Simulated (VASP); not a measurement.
Given:

```
LaP
1.0
    0.00000     2.98833     2.98833
    2.98833     0.00000     2.98833
    2.98833     2.98833     0.00000
P La
1 1
Direct
  0.50000   0.50000   0.50000
  0.00000   0.00000   0.00000
```

Calculation: PBEsol GGA with spin-orbit coupling, VASP's PBE PAW potentials (set 64) (plane waves; VASP). Settings: 400 eV cut-off, 10×10×10 Γ-centred mesh, Gaussian smearing of 0.050 eV, potentials P La.

Q: Estimate the energy per atom (σ→0), band gap (over mesh and band path) with the smallest direct gap where there is one.

A: 
* **band gap (over mesh and band path)**: none (metal, semimetal or under 0.01 eV)
* **energy per atom (σ→0)**: -7.260 eV/atom

The structure comes from a measured LaP entry (Fm-3m) of the Crystallography Open Database, whose conditions weren't checked. It was relaxed first.
